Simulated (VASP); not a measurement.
Level of theory: PBEsol GGA, VASP's PBE PAW potentials (set 64) (plane waves; VASP).

VASP ran on this input.

File KPOINTS:
```
kpoints
0
gamma
6 6 6
0 0 0
```

### POSCAR
```
Hg3ZnS4
1
    5.7497426313     0.0000000000    -0.0000000000
   -0.0000000000     5.7497426313    -0.0000000000
    0.0000000000    -0.0000000000     5.7497426313
Zn S Hg
1 4 3
Direct
  1.0000000000   0.0000000000   1.0000000000
  0.2349313769   0.2349313769   0.2349313769
  0.7650686231   0.7650686231   0.2349313769
  0.7650686231   0.2349313769   0.7650686231
  0.2349313769   0.7650686231   0.7650686231
  0.5000000000   0.5000000000   1.0000000000
  0.5000000000   0.0000000000   0.5000000000
  1.0000000000   0.5000000000   0.5000000000
```

### INCAR
```
! general
SYSTEM =Hg3ZnS4
PREC   =Accurate
ENCUT  =400
LREAL  =F
LASPH  =T

! electronic loop
EDIFF  =1E-7
NELM   =100
ALGO   =Normal
LMAXMIX=6

! smearing
ISMEAR =-5

! functional
GGA    =PS

! ions
ISIF   =2

! output
LWAVE  =F
LCHARG =T
LORBIT =11
NEDOS  =601

! other
LEFG   =T
```

POTCAR, in this order: Zn S Hg (PBE.64 set). Program: vasp_std.

What VASP printed:

**OSZICAR**
```
       N       E                     dE             d eps       ncg     rms          rms(c)
DAV:   1     0.527368033229E+03    0.52737E+03   -0.29176E+04  1720   0.135E+03
DAV:   2     0.260855715836E+02   -0.50128E+03   -0.48702E+03  1826   0.357E+02
DAV:   3    -0.236728792978E+02   -0.49758E+02   -0.49267E+02  2008   0.114E+02
DAV:   4    -0.250238252510E+02   -0.13509E+01   -0.13452E+01  2008   0.200E+01
DAV:   5    -0.250481024442E+02   -0.24277E-01   -0.24254E-01  2015   0.270E+00    0.196E+01
DAV:   6    -0.233080049248E+02    0.17401E+01   -0.41526E+00  2342   0.262E+01    0.148E+01
DAV:   7    -0.233793713577E+02   -0.71366E-01   -0.27354E+00  2372   0.116E+01    0.584E+00
DAV:   8    -0.233267516125E+02    0.52620E-01   -0.48985E-01  2298   0.963E+00    0.976E-01
DAV:   9    -0.233252213039E+02    0.15303E-02   -0.48369E-02  2346   0.349E+00    0.323E-01
DAV:  10    -0.233255681664E+02   -0.34686E-03   -0.97084E-03  2116   0.772E-01    0.187E-01
DAV:  11    -0.233254793976E+02    0.88769E-04   -0.15946E-03  2204   0.395E-01    0.552E-02
DAV:  12    -0.233255007668E+02   -0.21369E-04   -0.16211E-04  1850   0.994E-02    0.229E-02
DAV:  13    -0.233255053897E+02   -0.46230E-05   -0.15601E-05  2428   0.779E-02    0.132E-02
DAV:  14    -0.233255041670E+02    0.12228E-05   -0.38144E-06  2355   0.473E-02    0.505E-03
DAV:  15    -0.233255042946E+02   -0.12764E-06   -0.33745E-06  2283   0.175E-02    0.241E-03
DAV:  16    -0.233255042351E+02    0.59543E-07   -0.42393E-07  1579   0.455E-03
   1 F= -.23325504E+02 E0= -.23325504E+02  d E =0.000000E+00
```

OUTCAR:
```
------------------------ aborting loop because EDIFF is reached ----------------------------------------
  FORCE on cell =-STRESS in cart. coord.  units (eV):
  Direction    XX          YY          ZZ          XY          YZ          ZX
  --------------------------------------------------------------------------------------
  Total       -0.0277517     -0.0277517     -0.0277517      0.0000000     -0.0000000      0.0000000
  in kB       -0.2339135     -0.2339135     -0.2339135      0.0000000     -0.0000000      0.0000000
  external PRESSURE =      -0.2339135 kB  Pullay stress =       0.0000000 kB
  volume of cell :      190.08
      direct lattice vectors                 reciprocal lattice vectors
     5.749742631  0.000000000  0.000000000     0.173920828  0.000000000  0.000000000
     0.000000000  5.749742631  0.000000000     0.000000000  0.173920828  0.000000000
     0.000000000  0.000000000  5.749742631     0.000000000  0.000000000  0.173920828
 POSITION                                       TOTAL-FORCE (eV/Angst)
 -----------------------------------------------------------------------------------
      0.00000      0.00000      0.00000        -0.000000      0.000000     -0.000000
      1.35079      1.35079      1.35079        -0.009361     -0.009361     -0.009361
      4.39895      4.39895      1.35079         0.009361      0.009361     -0.009361
      4.39895      1.35079      4.39895         0.009361     -0.009361      0.009361
      1.35079      4.39895      4.39895        -0.009361      0.009361      0.009361
      2.87487      2.87487      0.00000        -0.000000      0.000000      0.000000
      2.87487      0.00000      2.87487        -0.000000      0.000000      0.000000
      0.00000      2.87487      2.87487        -0.000000      0.000000      0.000000
 -----------------------------------------------------------------------------------
    total drift:                               -0.000000     -0.000000     -0.000000
  FREE ENERGIE OF THE ION-ELECTRON SYSTEM (eV)
  ---------------------------------------------------
  free  energy   TOTEN  =       -23.3255042351 eV

  energy  without entropy=      -23.3255042351  energy(sigma->0) =      -23.32550424

 total charge

# of ion       s       p       d       tot
------------------------------------------
    1        0.528   0.473   9.796  10.797
    2        1.329   2.323   0.000   3.652
    3        1.329   2.323   0.000   3.652
    4        1.329   2.323   0.000   3.652
    5        1.329   2.323   0.000   3.652
    6        0.679   0.425   9.395  10.499
    7        0.679   0.425   9.395  10.499
    8        0.679   0.425   9.395  10.499
--------------------------------------------------
tot          7.881  11.038  37.982  56.901

 Electric field gradients after diagonalization (V/A^2)
 (convention: |V_zz| > |V_xx| > |V_yy|)
----------------------------------------------------------------------
 ion       V_xx      V_yy      V_zz     asymmetry (V_yy - V_xx)/ V_zz
----------------------------------------------------------------------
   1       0.000     0.000     0.000      -0.308
   2       3.533     3.533    -7.066       0.000
   3       3.533     3.533    -7.066       0.000
   4       3.533     3.533    -7.066       0.000
   5       3.533     3.533    -7.066       0.000
   6     -43.019   -43.019    86.038       0.000
   7     -43.019   -43.019    86.038       0.000
   8     -43.019   -43.019    86.038       0.000
```
(Selected blocks of OUTCAR.)

The structure was generated: Hg3ZnS4 was put into an ordered model structure (P-43m), which need not be its known phase. It was relaxed first.
